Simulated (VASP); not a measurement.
```
CELL_PARAMETERS angstrom
      1.56229    -2.70596     0.00000
      1.56229     2.70596     0.00000
      0.00000     0.00000     3.45438
ATOMIC_POSITIONS crystal
  Hf 0.00000 0.00000 0.00000
  B  0.31947 0.68053 0.50000
  B  0.66667 0.33333 0.50000
```

All values below come from PBEsol GGA, VASP's PBE PAW potentials (set 64) (plane waves; VASP 6.6.1). Numerical set-up: 600 eV cut-off, 10×10×8 Γ-centred mesh, first-order Methfessel-Paxton smearing of 0.10 eV, potentials Hf_pv B.

**Question.** Which forces act on the atoms, in eV/Å?

**Answer.** 
```json
[
 {"atom": "Hf1", "Fx": "0.000", "Fy": "0.565", "Fz": "0.000"},
 {"atom": "B2", "Fx": "0.000", "Fy": "-1.218", "Fz": "0.000"},
 {"atom": "B3", "Fx": "0.000", "Fy": "0.653", "Fz": "0.000"}
]
```

**Question.** Give the stress tensor in GPa (positive for a compressed cell).

**Answer.** 
```
 0.37   0.00   0.00
 0.00   1.19   0.00
 0.00   0.00  -0.12
```
The pressure is its mean diagonal, 0.48 GPa.

The compound is HfB2 in the AlB2 type structure. This cell was strained or had an atom moved on purpose.
